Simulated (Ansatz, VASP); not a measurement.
# GaCuSe2 in two plane-wave programs

One calculation is typed for both programs; each brings its own data sets. How far apart do they land? The structure shown is the end of the Ansatz relaxation below.

Main program and level: Ansatz 0.2.0; plane waves, with VASP 6.6.1 beside it; single point at PBEsol.

## Step 1: Starting point

Symmetry: I-42d, No. 122, tetragonal system. The conventional cell has a = 5.495 Å, b = 5.495 Å, c = 10.924 Å, α = 90.00°, β = 90.00°, γ = 90.00°. Cu has 4 Se at 2.35 Å nearest. Ga has 4 Se at 2.40 Å nearest. Nearest to Se lie 2 Cu at 2.35 Å and 2 Ga at 2.40 Å. Farther neighbours and most contacts between anions are not listed.

## Step 2: Ansatz: relaxation, PBEsol

Ansatz runs on its PAW soft_1 files.

This run makes the geometry at which the two programs are then compared.

Input file input.yaml:

```yaml
crystal:
  lattice:
    - [-2.7474451008, 2.7474451008, 5.4626247959]
    - [2.7474451008, -2.7474451008, 5.4626247959]
    - [2.7474451008, 2.7474451008, -5.4626247959]
  atoms:
    - { symbol: Cu, position: [0.0, 0.0, 0.0] }
    - { symbol: Cu, position: [0.75, 0.25, 0.5] }
    - { symbol: Ga, position: [0.5, 0.5, 0.0] }
    - { symbol: Ga, position: [0.25, 0.75, 0.5] }
    - { symbol: Se, position: [0.375, 0.3665480466, 0.4915480466] }
    - { symbol: Se, position: [0.6334519534, 0.125, 1.0084519534] }
    - { symbol: Se, position: [0.875, 0.8834519534, 0.5084519534] }
    - { symbol: Se, position: [0.1165480466, 0.625, -0.0084519534] }
kpoints:
  mp_grid: { grid: [8, 8, 8] }
hamiltonian:
  xc: pbesol
  pseudopotentials: { kind: paw, azcp: { folder: soft_1 }, xc_functional: pbe }
scf:
  occupations: { method: gaussian, width: 0.01 }
output:
  forces: true
  stress: true
  eigenvalues: true
relax:
  adjacent_minimum: "off"
  f_tol: 0.001
  max_steps: 60
  cell: { stress_tol: 0.01, fix: [volume] }
```

Started as:

```sh
$ ansatz run input.yaml --threads 4 --pin off --max-ram 16384MiB --backend cpu --events-out ev --progress --plain --runs-dir out
```

Numbers of over 12 decimals in the logs are rounded to 6 here.

The program printed:

```text
Engine: ansatz 0.2.0, aarch64-unknown-linux-gnu
Pseudopotentials: kind: paw
Pseudopotential: Cu, paw, valence charge 19, recommended cutoff 420 eV (normal), soft_1/Cu.paw.azcp
Pseudopotential: Ga, paw, valence charge 13, recommended cutoff 420 eV (normal), soft_1/Ga.paw.azcp
Pseudopotential: Se, paw, valence charge 16, recommended cutoff 420 eV (normal), soft_1/Se.paw.azcp
Functional definition: PBEsol
  exchange = pbesol_x
  correlation = pbesol_c
Crystal: 8 atoms, lattice volume = 164.938 Å³
Basis set: ecut = 420 eV, 3227 PW (Γ), exchange–correlation on 90×90×90 points (8 copies of the dense FFT grid, shifted against one another)
Bands: 77, of which v1, the nominal top of the filled ones, is band 64 counted from 1 (63 counted from 0)
Symmetry: 8 space group operations
Space group: I-42d (ITA 122), of the structure as read, at distance tolerance 5.5e-5 Å
k-points: 59 of 512 (time reversal used)
Non-local potential: Cu, projectors of the file, l = 0: 3, l = 1: 2, l = 2: 3, l = 3: 1
Non-local potential: Ga, projectors of the file, l = 0: 2, l = 1: 2, l = 2: 3, l = 3: 1
Non-local potential: Se, projectors of the file, l = 0: 2, l = 1: 2, l = 2: 3, l = 3: 1
PAW form: soft (Blöchl's): semilocal exchange-correlation on the pseudo side does not see the compensation charge
PAW frozen core: Cu, regenerated for the run's functional, and the local potential with it (the file was generated under x = pbe(κ = 0.804, μ = 0.219515), c = pbe(β = 0.066725))
PAW frozen core: Ga, regenerated for the run's functional, and the local potential with it (the file was generated under x = pbe(κ = 0.804, μ = 0.219515), c = pbe(β = 0.066725))
PAW frozen core: Se, regenerated for the run's functional, and the local potential with it (the file was generated under x = pbe(κ = 0.804, μ = 0.219515), c = pbe(β = 0.066725))
PAW one-centre angular grid: Cu, 590 points (default); XC on 64 Gauss nodes
PAW one-centre angular grid: Ga, 590 points (default); XC on 64 Gauss nodes
PAW one-centre angular grid: Se, 590 points (default); XC on 64 Gauss nodes
Initial density: superposition of atomic densities (chi_scale 0.1, normalization cell, long waves kept (reshape's long-wave potential 0.00 eV rms))
Initial wavefunctions: pseudopotential atomic-orbital guess
Functional: x = pbesol(κ = 0.804, μ = 0.123457), c = pbesol(β = 0.046)
SCF iter   1: F=—  HF=-42365.424763 eV  |F-HF|=—  |Δ(HF+E_count)|=         —  Δρ=5.23e-2  dr2=3.28e0  ethr=3.10e-3  ⟨swp⟩=5.3  Hψ=15314  notcnv=0
preconditioner: auto → Resta (q_TF=auto, 2.615 Å⁻¹)  ε∞=4.5  [insulator: Δε(μ)=0.553 eV  Ē_g=13.054 eV  σ=0.010 eV  W_gap=1.00  n_scr=44 (ndim 8)  ℏωp=24.5 eV  f_vac=0.034  D(μ)=0.00/eV (n_scr^D=0)  ε∞_Penn≈4.5]
SCF iter   2: F=—  HF=-42364.717154 eV  |F-HF|=—  |Δ(HF+E_count)|=   7.08e-1  Δρ=3.71e-2  dr2=1.23e0  ethr=2.57e-3  ⟨swp⟩=2.6  Hψ=6973  notcnv=0  defer=421
SCF iter   3: F=—  HF=-42364.661499 eV  |F-HF|=—  |Δ(HF+E_count)|=   5.57e-2  Δρ=2.70e-2  dr2=8.79e-1  ethr=9.60e-4  ⟨swp⟩=2.0  Hψ=9379  notcnv=0  defer=420
SCF iter   4: F=—  HF=-42364.421900 eV  |F-HF|=—  |Δ(HF+E_count)|=   2.40e-1  Δρ=1.08e-2  dr2=1.18e-1  ethr=6.86e-4  ⟨swp⟩=2.6  Hψ=8194  notcnv=0  defer=420
SCF iter   5: F=—  HF=-42364.415012 eV  |F-HF|=—  |Δ(HF+E_count)|=   6.89e-3  Δρ=3.13e-3  dr2=1.09e-2  ethr=9.24e-5  ⟨swp⟩=2.0  Hψ=7727  notcnv=0  defer=418
SCF iter   6: F=—  HF=-42364.412403 eV  |F-HF|=—  |Δ(HF+E_count)|=   2.61e-3  Δρ=9.78e-4  dr2=1.86e-3  ethr=8.53e-6  ⟨swp⟩=2.0  Hψ=6598  notcnv=0  defer=418
SCF iter   7: F=—  HF=-42364.413125 eV  |F-HF|=—  |Δ(HF+E_count)|=   7.22e-4  Δρ=5.14e-4  dr2=4.14e-4  ethr=1.45e-6  ⟨swp⟩=2.0  Hψ=6598  notcnv=0  defer=418
SCF iter   8: F=—  HF=-42364.413138 eV  |F-HF|=—  |Δ(HF+E_count)|=   1.33e-5  Δρ=2.14e-4  dr2=4.46e-5  ethr=3.23e-7  ⟨swp⟩=2.0  Hψ=7753  notcnv=0  defer=418
SCF iter   9: F=—  HF=-42364.413187 eV  |F-HF|=—  |Δ(HF+E_count)|=   4.88e-5  Δρ=3.76e-5  dr2=1.77e-6  ethr=3.49e-8  ⟨swp⟩=2.0  Hψ=5437  notcnv=0  defer=418
SCF iter  10: F=—  HF=-42364.413189 eV  |F-HF|=—  |Δ(HF+E_count)|=   2.39e-6  Δρ=1.59e-5  dr2=2.73e-7  ethr=1.39e-9  ⟨swp⟩=2.0  Hψ=6526  notcnv=0  defer=418
SCF iter  11: F=-42364.413189 eV  HF=-42364.413189 eV  |F-HF|=1.81e-9  |Δ(HF+E_count)|=   4.50e-8  Δρ=1.61e-6  dr2=3.23e-9  ethr=7.81e-11  ⟨swp⟩=10.0  Hψ=22069  notcnv=0
SCF 1 converged in 11 iterations: F = -42364.413189 eV  dr2 = 3.23e-9
  greatest PAW one-centre occupation: 1.000 electrons in one spin orbital (limit 2), on the Cu atom at site 1 (counted from 0), in its partial waves of l = 0
relax step   1: F+E_penalty+E_count = -42364.41318916 eV  Δ(F+E_penalty+E_count) = +0.000e0 eV  max|allowed force component| = 1.512e-2 eV/Å  Δτ_max = 0.0000 Å  P = +3.204 GPa  Ω = 164.938 Å³  fix = [volume]  reactions: volume +3.204 GPa  (11 SCF iters, dr2 threshold 1.00e-7 eV, accepted)
[...]
relax step   3: F+E_penalty+E_count = -42364.41323112 eV  Δ(F+E_penalty+E_count) = -4.111e-6 eV  max|allowed force component| = 6.268e-5 eV/Å  Δτ_max = 0.0004 Å  P = +3.200 GPa  Ω = 164.938 Å³  energy of the carried Pulay correction = +1.624e-17 eV  fix = [volume]  reactions: volume +3.200 GPa  (6 SCF iters, dr2 threshold 1.36e-9 eV, accepted)
[...]
relax step   4: F+E_penalty+E_count = -42364.41323287 eV  Δ(F+E_penalty+E_count) = -1.747e-6 eV  max|allowed force component| = 5.837e-5 eV/Å  Δτ_max = 0.0000 Å  P = +3.200 GPa  Ω = 164.938 Å³  fix = [volume]  reactions: volume +3.200 GPa  stress off target by 1.48e-3 GPa on what of the cell is left free  SCF on the basis re-selected at this cell (its energy is not comparable with the rows above)  (7 SCF iters)
basis re-selected at this cell: Δ(F+E_penalty+E_count) = -1.747e-6 eV, ΔP = -0.000 GPa vs the last step (what re-selecting the basis moved, of the pressure what is left beyond the Pulay correction that the steps carried, after the strain that the cell walked since its last selection, with what the two solves' SCF thresholds leave and, on support functions, any second-order correction that the steps lacked; it is no m [...]
SCF converged after 7 iterations
Free energy (F): -42364.413233 eV
Harris-Foulkes:  -42364.413233 eV  (|F-HF|=1.46e-11)
Internal energy: -42364.413233 eV  (E = F + TS)
E sigma→0 (E₀):  -42364.413233 eV
Fermi energy:    9.361537 eV
--- Per-component energies (eV) ---
  E_band       = -2593.298159
  E_kinetic    = 1195.868735
  E_local      = -25324.190041  (includes V_loc(G=0)·N_el)
  E_nonlocal   = 200.709562
  E_hartree    = 12526.265435
  E_xc         = -602.005353
  E_vxc        = -652.533273  (∫ρ·V_xc dr)
  E_paw        = -15815.506836  (= ΣΔE_a)
  E_vpaw       = -3065.683966  (= ΣTr[D̂ρ^β])
  E_aug_tail   = -0.000088  (compensation charges beyond the density's cutoff)
  E_ewald      = -14551.726819
  E_core_change = 6.172171  (= ΣΔE_core)
  E_smearing   = -0.000000  (= −TS)
  E_closure    = 0.000000  (closes the sum)
  Σ components = -42364.413233   (vs F -42364.413233, Δ=0.00e0)
--- Forces (eV/Å), atoms counted from 1 ---
  atom   1  Cu    -0.00000000    -0.00000000    -0.00000000
  atom   2  Cu    -0.00000000    -0.00000000     0.00000000
  atom   3  Ga    -0.00000000    -0.00000000     0.00000000
  atom   4  Ga    -0.00000000    -0.00000000     0.00000000
  atom   5  Se    -0.00005837     0.00000000     0.00000000
  atom   6  Se    -0.00000000     0.00005837     0.00000000
  atom   7  Se     0.00005837     0.00000000     0.00000000
  atom   8  Se    -0.00000000    -0.00005837    -0.00000000
  max |Σ_I F_I| component: 4.63e-17 eV/Å
--- Stress (GPa, compression-positive) ---
        3.198860      -0.000000      -0.000000
       -0.000000       3.198860       0.000000
       -0.000000       0.000000       3.201087
  P = ⅓ Tr σ = 3.1996 GPa (31.996 kbar)
--- Band table (eV; the first three rows and the last of 59) ---
  k-point 0: bands = [... 60 lower, 7.3460, 9.1214, 9.1214, 9.2131, 9.5100, 10.9067, 11.3300, 13.1184, ... 9 higher]
  k-point 1: bands = [... 60 lower, 7.4564, 8.2352, 8.9482, 9.0750, 10.3925, 11.1590, 11.8517, 12.9731, ... 9 higher]
  k-point 2: bands = [... 60 lower, 7.6500, 7.7581, 8.4344, 8.9397, 10.9858, 11.3171, 12.3821, 12.8171, ... 9 higher]
  k-point 58: bands = [... 60 lower, 7.7952, 7.7952, 8.1313, 8.1313, 10.9161, 10.9161, 10.9488, 10.9488, ... 9 higher]
--- Relaxed structure (3 steps of the walk, 3 accepted, 1 SCFs on fresh bases) ---
  F+E_penalty+E_count = -42364.41323287 eV   max|allowed force component| = 5.837e-5 eV/Å   (the final SCF, on the basis selected at the relaxed cell)
  cell:  # Å, volume = 164.9375 Å³
    - [-2.747557, 2.747557, 5.462179]
    - [2.747557, -2.747557, 5.462179]
    - [2.747557, 2.747557, -5.462179]
  atoms:
    - { symbol: Cu, position: [0, 0, 0] }
    - { symbol: Cu, position: [0.75, 0.250000, 0.500000] }
    - { symbol: Ga, position: [0.500000, 0.500000, 0] }
    - { symbol: Ga, position: [0.250000, 0.75, 0.500000] }
    - { symbol: Se, position: [0.375, 0.366299, 0.491299] }
    - { symbol: Se, position: [0.633701, 0.125000, 1.008701] }
    - { symbol: Se, position: [0.875000, 0.883701, 0.508701] }
    - { symbol: Se, position: [0.116299, 0.625, -0.00870099] }
```

## Step 3: VASP: single point, PBEsol, pair 1

The same cell, functional, mesh and smearing now go to VASP, with its own data sets.

Lines of VASP's logs that name or quote its potential files are left out, and so is its time.

Input file INCAR:

```
SYSTEM = GaCuSe2
PREC = Accurate
ENCUT = 600
EDIFF = 1E-06
NELM = 120
ISMEAR = 0
SIGMA = 0.01
LREAL = .FALSE.
ALGO = Normal
GGA = PS
NBANDS = 44
LASPH = .TRUE.
LORBIT = 11
LWAVE = .FALSE.
LCHARG = .FALSE.
ISIF = 2
GGA_COMPAT = .FALSE.
EFERMI = MIDGAP
KPAR = 2
```

Input file POSCAR:

```
GaCuSe2
1.0
   -2.7475571768      2.7475571768      5.4621791517
    2.7475571768     -2.7475571768      5.4621791517
    2.7475571768      2.7475571768     -5.4621791517
Cu Ga Se
2 2 4
Direct
    0.0000000000      0.0000000000      0.0000000000
    0.7500000000      0.2500000000      0.5000000000
    0.5000000000      0.5000000000      0.0000000000
    0.2500000000      0.7500000000      0.5000000000
    0.3750000000      0.3662990145      0.4912990145
    0.6337009855      0.1250000000      0.0087009855
    0.8750000000      0.8837009855      0.5087009855
    0.1162990145      0.6250000000      0.9912990145
```

Input file KPOINTS:

```
Automatic mesh
0
Gamma
8 8 8
0 0 0
```

Potentials, in the order of the species: Cu, Ga_d and Se (PBE family, release 64).

Started as:

```sh
$ mpirun -np 2 vasp_std
```

The program printed:

```text
[banner, memory and clock lines left out]
running    2 mpi-ranks, on    1 nodes
 distrk:  each k-point on    1 cores,    2 groups
 distr:  one band on    1 cores,    1 groups

 POSCAR found type information on POSCAR CuGaSe
 POSCAR found :  3 types and       8 ions
|                                                                             |
|               ----> ADVICE to this user running VASP <----                  |
|                                                                             |
|     You enforced a specific xc type in the INCAR file but a different       |
|     [... a line on the potential file left out ...]
|     I HOPE YOU KNOW WHAT YOU ARE DOING!                                     |
|                                                                             |

 LDA part: xc-table for (Slater+PW92), standard interpolation
 POSCAR, INCAR and KPOINTS ok, starting setup
 FFT: planning ... GRIDC
 FFT: planning ... GRID_SOFT
 FFT: planning ... GRID
 WAVECAR not read
 entering main loop
       N       E                     dE             d eps       ncg     rms          rms(c)
DAV:   1     0.754620688024E+03    0.75462E+03   -0.34475E+04  5304   0.246E+03
DAV:   2     0.108366456210E+03   -0.64625E+03   -0.62693E+03  5248   0.617E+02
DAV:   3    -0.250280968805E+02   -0.13339E+03   -0.12927E+03  6216   0.229E+02
DAV:   4    -0.360389161218E+02   -0.11011E+02   -0.10853E+02  7296   0.643E+01
DAV:   5    -0.364145150131E+02   -0.37560E+00   -0.37427E+00  7404   0.127E+01    0.137E+01
DAV:   6    -0.367319697160E+02   -0.31745E+00   -0.44166E+01  7060   0.107E+02    0.101E+01
DAV:   7    -0.342363953321E+02    0.24956E+01   -0.10164E+01  6696   0.774E+01    0.390E+00
DAV:   8    -0.344689974747E+02   -0.23260E+00   -0.47589E+00  8316   0.278E+01    0.332E+00
DAV:   9    -0.343288933494E+02    0.14010E+00   -0.11618E+00  7400   0.192E+01    0.476E-01
DAV:  10    -0.343324955335E+02   -0.36022E-02   -0.66533E-02  8228   0.423E+00    0.277E-01
DAV:  11    -0.343325739811E+02   -0.78448E-04   -0.16243E-02  7604   0.223E+00    0.121E-01
DAV:  12    -0.343324566959E+02    0.11729E-03   -0.24513E-03  7612   0.940E-01    0.144E-02
DAV:  13    -0.343324734326E+02   -0.16737E-04   -0.20805E-04  8044   0.175E-01    0.143E-02
DAV:  14    -0.343324738129E+02   -0.38027E-06   -0.32004E-05  6764   0.105E-01    0.429E-03
DAV:  15    -0.343324737414E+02    0.71490E-07   -0.32781E-06  4556   0.342E-02
   1 F= -.34332474E+02 E0= -.34332474E+02  d E =-.401151-116
```

Parts of OUTCAR (step 3):

```text
ion  position               nearest neighbor table
   1  0.000  0.000  0.000-   5 2.35   7 2.35   8 2.35   6 2.35
   2  0.750  0.250  0.500-   5 2.35   6 2.35   8 2.35   7 2.35
   3  0.500  0.500  0.000-   6 2.40   8 2.40   7 2.40   5 2.40
   4  0.250  0.750  0.500-   5 2.40   7 2.40   6 2.40   8 2.40
   5  0.375  0.366  0.491-   1 2.35   2 2.35   4 2.40   3 2.40
   6  0.634  0.125  0.009-   2 2.35   1 2.35   3 2.40   4 2.40
   7  0.875  0.884  0.509-   1 2.35   2 2.35   4 2.40   3 2.40
   8  0.116  0.625  0.991-   1 2.35   2 2.35   3 2.40   4 2.40

  LATTYP: Found a body centered tetragonal cell.
 ALAT       =     5.4951143536
 C/A-ratio  =     1.9880129148

 Subroutine GETGRP returns: Found  8 space group operations
 (whereof  4 operations were pure point group operations)

The static configuration has the point symmetry S_4 .
 The point group associated with its full space group is D_2d.

 Found     59 irreducible k-points:

   k-points           NKPTS =     59   k-points in BZ     NKDIM =     59   number of bands    NBANDS=     44

   dimension x,y,z NGX =    54 NGY =   54 NGZ =   54
   dimension x,y,z NGXF=   108 NGYF=  108 NGZF=  108

   ENCUT  =  600.0 eV  44.10 Ry    6.64 a.u.  13.39 13.39 13.39*2*pi/ulx,y,z

   NELECT =      72.0000    total number of electrons

 k-points in reciprocal lattice and weights: Automatic mesh
   0.00000000  0.00000000  0.00000000       0.002
   0.12500000  0.00000000  0.00000000       0.016
   0.25000000  0.00000000  0.00000000       0.016
   0.37500000  0.00000000  0.00000000       0.016
   0.50000000  0.00000000  0.00000000       0.008
   0.12500000  0.12500000  0.00000000       0.016
   0.25000000  0.12500000  0.00000000       0.031
   0.37500000  0.12500000  0.00000000       0.031
   0.50000000  0.12500000  0.00000000       0.031
[...]
-0.37500000 -0.37500000  0.37500000       0.004
   0.50000000  0.50000000  0.50000000       0.002

 average (electrostatic) potential at core
       1 -66.0736       2 -66.0736       3 -66.2587       4 -66.2587       5 -54.1872
       6 -54.1872       7 -54.1872       8 -54.1872

 E-fermi :   4.6304

 k-point     1 :       0.0000    0.0000    0.0000
  band No.  band energies     occupation
    ...
     32       2.4864      2.00000
     33       2.5941      2.00000
     34       4.3797      2.00000
     35       4.3797      2.00000
     36       4.4700      2.00000
     37       4.7908      0.00000
     38       6.1704      0.00000
     39       6.5935      0.00000
     40       8.3836      0.00000
     41       8.3836      0.00000
    ...

 k-point     2 :       0.1250    0.0000    0.0000
  band No.  band energies     occupation
    ...
     32       2.6119      2.00000
     33       2.6415      2.00000
     34       3.7354      2.00000
     35       4.2072      2.00000
     36       4.3749      2.00000
     37       5.5062      0.00000
     38       6.4339      0.00000
     39       6.7785      0.00000
     40       8.1057      0.00000
     41       8.2096      0.00000
    ...

 k-point     3 :       0.2500    0.0000    0.0000
  band No.  band energies     occupation
    ...
     32       2.6934      2.00000
     33       2.7316      2.00000
     34       3.2555      2.00000
     35       3.7865      2.00000
     36       4.1781      2.00000
     37       6.1964      0.00000
     38       6.9418      0.00000
     39       7.1862      0.00000
     40       7.7155      0.00000
     41       7.9021      0.00000
    ...

  Total        3.5004840      3.5004840      3.4970097      0.0000000      0.0000000      0.0000000
  in kB       34.0031593     34.0031593     33.9694103      0.0000000      0.0000000      0.0000000
  external PRESSURE =      33.9919096 kB  Pullay stress =       0.0000000 kB

  energy-cutoff  :      600.00
  volume of cell :      164.94
      direct lattice vectors                 reciprocal lattice vectors
    -2.747557177  2.747557177  5.462179152     0.000000000  0.181979834  0.091538557
     2.747557177 -2.747557177  5.462179152     0.181979834  0.000000000  0.091538557
     2.747557177  2.747557177 -5.462179152     0.181979834  0.181979834  0.000000000

 POSITION                                       TOTAL-FORCE (eV/Angst)
 -----------------------------------------------------------------------------------
      0.00000      0.00000      0.00000         0.000000     -0.000000     -0.000000
      0.00000      2.74756      2.73109         0.000000     -0.000000     -0.000000
      0.00000      0.00000      5.46218         0.000000     -0.000000     -0.000000
      2.74756      0.00000      2.73109         0.000000     -0.000000      0.000000
      1.32597      1.37378      1.36554         0.024955     -0.000000     -0.000000
     -1.37378      1.42159      4.09663         0.000000     -0.024955      0.000000
      1.42159      1.37378      6.82772        -0.024955     -0.000000      0.000000
      4.12134      1.32597     -1.36554         0.000000      0.024955     -0.000000
 -----------------------------------------------------------------------------------
    total drift:                               -0.000001     -0.000001     -0.000002

  FREE ENERGIE OF THE ION-ELECTRON SYSTEM (eV)
  ---------------------------------------------------
  free  energy   TOTEN  =       -34.3324737414 eV

  energy  without entropy=      -34.3324737414  energy(sigma->0) =      -34.33247374

 total charge
# of ion       s       p       d       tot
------------------------------------------
    1        0.402   0.407   9.265  10.074
    2        0.402   0.407   9.265  10.074
    3        0.877   0.764  10.032  11.673
    4        0.877   0.764  10.032  11.673
    5        1.444   2.403   0.059   3.907
    6        1.444   2.403   0.059   3.907
    7        1.444   2.403   0.059   3.907
    8        1.444   2.403   0.059   3.907
--------------------------------------------------
tot          8.337  11.955  38.830  59.122

[... 3 further parts left out ...]
```

This run has no spin polarisation, so a moment on Cu, if there is one, isn't seen.

## Step 4: Differences

Known differences besides the potentials themselves: the data sets hold 128 valence electrons in Ansatz (on its PAW soft_1 files) and 72 in VASP; the cutoff is 420 eV in Ansatz and 600 eV in VASP; Ansatz makes its cores anew for this functional, VASP keeps those of its PBE data sets; Ansatz's pressure holds a Pulay correction, VASP's none. Total energies have different zeros and are not compared.

Compared:

| quantity | Ansatz | VASP | difference |
| --- | --- | --- | --- |
| pressure (GPa) | 3.20 | 3.40 | -0.20 |
| gap on the k mesh (eV) | 0.297 | 0.321 | -0.024 |

At this near-relaxed geometry the largest component of a force difference is 25 meV/Å. A gap on the mesh is an upper bound, since the band edges may lie between its points.

[end of part 1 of 2]

[Lines on the potential files, build, host, timing and source positions are cut from VASP's logs without a mark.]

[Logs are printed without paths, hosts, clocks, repeated set-up lines and the standing remarks that a program may print on its own settings, such as how far it seeks lower states.]

[Hosts, paths, dates, database ids (printed as entryN), source tags and the programs' standing remarks are cut or masked in the printed files.]
